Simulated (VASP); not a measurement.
The system is Ga2Ge2O3.

```
CELL_PARAMETERS angstrom
-2.64411 2.64411 4.18648
2.64411 -2.64411 4.18648
2.64411 2.64411 -4.18648
ATOMIC_POSITIONS crystal
Ga 0.18302 0.18302 0.00000
Ga 0.81698 0.81698 0.00000
Ge 0.75000 0.25000 0.50000
Ge 0.25000 0.75000 0.50000
O 0.50000 0.00000 0.50000
O 0.00000 0.50000 0.50000
O 0.50000 0.50000 0.00000
```

The cell was built by a generator and needn't be a form met in nature.

```yaml
Program: VASP 6.6.1
Task: relaxation of cell and atoms
Functional: PBE
Potentials_or_basis: VASP PAW PBE potentials, release 64 (Ga_d, Ge_d, O)
Cutoff: 520 eV
k_mesh: 4 × 4 × 4
Occupations: gaussian, width 0.15 eV
Spin: no spin polarisation
```

At the start: pressure -7.5 GPa; volume 16.73 Å³/atom.

**Question.** Where does the relaxation end?

**Answer.** Over 14 steps the energy falls by 605.7 meV/atom and the volume is 18.58 Å³/atom (+11.1 %); space group I4/mmm (No. 139, to 0.05 Å).

The path:
| step | energy change (eV) | largest force (eV/Å) | pressure (GPa) | volume (Å³) |
| --- | --- | --- | --- | --- |
| 1 | 0.0000 | 0.6967 | -7.50 | 117.08 |
| 2 | -1.4481 | 1.6456 | 3.13 | 103.85 |
| 3 | -1.5251 | 1.8875 | 7.87 | 101.19 |
| 4 | -2.2480 | 2.3134 | 13.20 | 105.06 |
| 5 | -2.2471 | 2.3005 | 13.08 | 105.10 |
| 6 | -2.8135 | 1.9696 | 10.45 | 111.28 |
| 7 | -3.4750 | 0.0378 | 7.20 | 128.30 |
| 8 | -3.9990 | 1.1640 | -2.11 | 137.21 |
| 9 | -3.9996 | 1.1872 | -2.67 | 137.44 |
| 10 | -4.0802 | 0.9681 | -2.28 | 136.10 |
| 11 | -4.2239 | 0.1597 | -0.62 | 132.08 |
| 12 | -4.2361 | 0.2405 | -0.30 | 130.50 |
| 13 | -4.2395 | 0.0860 | -0.19 | 129.88 |
| 14 | -4.2399 | 0.0314 | -0.40 | 130.05 |

Final structure:
```
CELL_PARAMETERS angstrom
-2.95260 2.95260 3.72945
2.95260 -2.95260 3.72945
2.95260 2.95260 -3.72945
ATOMIC_POSITIONS crystal
Ga 0.26173 0.26173 0.00000
Ga 0.73827 0.73827 0.00000
Ge 0.75000 0.25000 0.50000
Ge 0.25000 0.75000 0.50000
O 0.50000 0.00000 0.50000
O 0.00000 0.50000 0.50000
O 0.50000 0.50000 0.00000
```

Caveat: the k mesh is coarse (spacing up to 0.42 Å⁻¹), so the values aren't converged.
